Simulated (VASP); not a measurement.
VASP ran on this input.

**POSCAR**
```
ZrGe
1
    0.0000000000     2.9613700000     2.9613700000
    2.9613700000     0.0000000000     2.9613700000
    2.9613700000     2.9613700000     0.0000000000
Ge Zr
1 1
Direct
 -0.0012490000   0.0020500000  -0.0013150000
  0.5012490000   0.4979500000   0.5013150000
```

KPOINTS:
```
Automatic
0
Gamma
1 1 1
```

**INCAR**
```
SYSTEM  =  ZrGe
PREC  =  Accurate; ENCUT  =  300; LREAL  =  .FALSE.
LASPH  =  .TRUE.
EDIFF  =  1E-6; NELM  =  100; ALGO  =  Normal
LMAXMIX  =  4
ISMEAR  =  -1; SIGMA  =  0.05
GGA  =  PE
ISIF  =  2
LWAVE  =  .FALSE.; LCHARG  =  .FALSE.
```

POTCAR, in this order: Ge_d Zr_sv (PBE.64 set). Program: vasp_std.

Problem. Write an equivalent input for Ansatz.

Solution. One equivalent input (not run):
Ansatz 0.2 input:
```yaml
crystal:
  lattice:
    - [0.0000000, 2.9613700, 2.9613700]
    - [2.9613700, 0.0000000, 2.9613700]
    - [2.9613700, 2.9613700, 0.0000000]
  atoms:
    - { symbol: Ge, position: [-0.0012490, 0.0020500, -0.0013150] }
    - { symbol: Zr, position: [0.5012490, 0.4979500, 0.5013150] }
kpoints:
  mp_grid: { grid: [1, 1, 1] }
hamiltonian:
  xc: pbe
  pseudopotentials: { kind: paw }
scf:
  occupations: { method: fermi_dirac, width: 0.05 }
  max_iter: 100
output: { forces: true, stress: true, eigenvalues: true }
```
What does not carry over: each code has its own PAW files, so the cut-off isn't converted (ENCUT is set for VASP's; basis.ecutwfc is left out, and Ansatz then takes the one that its files recommend); Ansatz stops its SCF on the density residual and VASP on the energy change (EDIFF).

The structure was generated: ZrGe was put into an ordered model structure, which need not be its known phase. The cell was not relaxed at this level. The k-mesh is coarse (spacing up to 1.84 per Å, 2π included), so the numbers may not be converged in it. The run is one of a series of settings (KPOINTS 1×1×1 Γ-centred mesh against the base run), some of them coarse on purpose.
